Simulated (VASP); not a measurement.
```xyz
2
Lattice="2.9563 0.0000 0.0000 0.0000 2.9563 0.0000 0.0000 0.0000 2.9563" Properties=species:S:1:pos:R:3 pbc="T T T"
Al     1.4782     1.4782     1.4782
Ru     0.0000     0.0000     0.0000
```

All values below come from PBE GGA, VASP's PBE PAW potentials (set 64) (plane waves; VASP). Run with 480 eV cut-off, 12×12×12 Γ-centred mesh, first-order Methfessel-Paxton smearing of 0.10 eV, potentials Al Ru_pv.

Question: Give the stress tensor in GPa (positive for a compressed cell).

Answer: 
```
10.67   0.00   0.00
 0.00  10.67   0.00
 0.00   0.00  10.67
```
The pressure is its mean diagonal, 10.67 GPa.

The compound is RuAl in the CsCl type structure. This cell was strained or had an atom moved on purpose. The electron count is odd and the run is not spin-polarised, which forces a metal.
